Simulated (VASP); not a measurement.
An input for Quantum ESPRESSO's pw.x (written as the equivalent of a VASP run, and not itself run):

```
&CONTROL
  calculation = 'scf'
  pseudo_dir = './pseudo'
  outdir = './out'
  tprnfor = .true.
  tstress = .true.
/
&SYSTEM
  ibrav = 0
  nat = 3
  ntyp = 2
  ecutwfc = 86
  occupations = 'smearing'
  smearing = 'fermi-dirac'
  degauss = 0.009996
  input_dft = 'pz'
/
&ELECTRONS
  conv_thr = 7.3e-08
  electron_maxstep = 100
/
ATOMIC_SPECIES
  Sn 118.710 Sn.upf
  Se 78.971 Se.upf
CELL_PARAMETERS angstrom
     3.8810870    0.0000000    0.0000000
    -1.9405430    3.3611200    0.0000000
     0.0000000    0.0000000   17.0997360
ATOMIC_POSITIONS crystal
  Sn   0.0000000  0.0000000  0.5000000
  Se   0.3333330  0.6666670  0.5906370
  Se   0.6666670  0.3333330  0.4093630
K_POINTS automatic
  4 4 1 0 0 0
```

Q: Write the VASP files for the same calculation (LDA).

A: This is not unique; one that fits is 
POSCAR:
```
SnSe2
34.1994720
  0.1134838281   0.0000000000   0.0000000000
 -0.0567418994   0.0982798799   0.0000000000
  0.0000000000   0.0000000000   0.5000000000
Sn Se
1 2
Cart
  0.0000000000   0.0000000000   0.2500000000
 -0.0000000470   0.0655199527   0.2953185000
  0.0567419756   0.0327599272   0.2046815000
```

### INCAR
```
ISIF  =  2   # forces and stress, cell fixed
LCHARG  =  .FALSE.
ENCUT  =  150   # plane-wave cut-off (eV)
SYSTEM  =  SnSe2
PREC  =  Accurate
ISMEAR  =  -1
EDIFF  =  1E-6   # SCF stop (eV)
LREAL  =  .FALSE.   # projection in real space or not
LMAXMIX  =  4   # l cut-off of mixed one-centre charges
NELM  =  100   # most electronic steps
ALGO  =  Normal   # blocked Davidson
LASPH  =  .TRUE.   # aspherical one-centre terms
SIGMA  =  0.136
LWAVE  =  .FALSE.
```

KPOINTS:
```
Automatic mesh
0
Gamma
4 4 1
0 0 0
```

POTCAR, in this order: Sn_d Se (LDA.64 set). Program: vasp_std.

The two are equivalent in intent, not identical: the potentials are each code's own (VASP's PAW set, PseudoDojo norm-conserving files in pw.x), so ENCUT and ecutwfc are chosen apart and not converted; conv_thr bounds pw.x's estimated SCF error, while EDIFF bounds the energy change between steps.

The cell is a sheet with vacuum, built from a generated structure.
